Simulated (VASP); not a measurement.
V3Re, 4 atoms in the cell. It takes space group Fm-3m (No. 225, cubic). The conventional cell has a = 6.003 Å, b = 6.003 Å, c = 6.003 Å, α = 90.00°, β = 90.00°, γ = 90.00°. Around V (site symmetry -43m) lie 4 Re at 2.60 Å and 4 V at 2.60 Å. V (site symmetry m-3m) is surrounded by 8 V at 2.60 Å. Re (site symmetry m-3m) has 8 V at 2.60 Å as nearest neighbours. The cell comes from a database or a generator and needn't be the stable form of this composition.

```yaml
Program: VASP 6.6.1
Task: single point
Functional: LDA
Potentials_or_basis: VASP PAW LDA potentials, release 64 (V_sv, Re)
Cutoff: 520 eV
k_mesh: 7 × 7 × 7
Occupations: methfessel-paxton, width 0.15 eV
Spin: collinear spin, typed start
Starting_moments: "[1.5, 1.5, 1.5, 0.0] μB"
Dipole_correction: no
Further_INCAR_settings: ALGO = Fast; EDIFF = 1e-07; NBANDS = 35
```

Potentials or basis: VASP PAW LDA potentials, release 64 (V_sv, Re).

Run with:

```sh
$ cat potpaw_LDA.64/V_sv/POTCAR potpaw_LDA.64/Re/POTCAR > POTCAR
$ mpirun -np 1 vasp_std > vasp.out
```

Hardware: 1 thread of Intel(R) Xeon(R) Platinum 8259CL CPU @ 2.50GHz (Skylake/Cascade Lake), with other jobs on the host.

Question: How long does it take, and how much memory?

Answer: Wall time 110 s on 1 thread of Intel(R) Xeon(R) Platinum 8259CL CPU @ 2.50GHz (Skylake/Cascade Lake) (shared host), peak memory 0.2 GiB. Counts: scf iterations 20, k points 20.
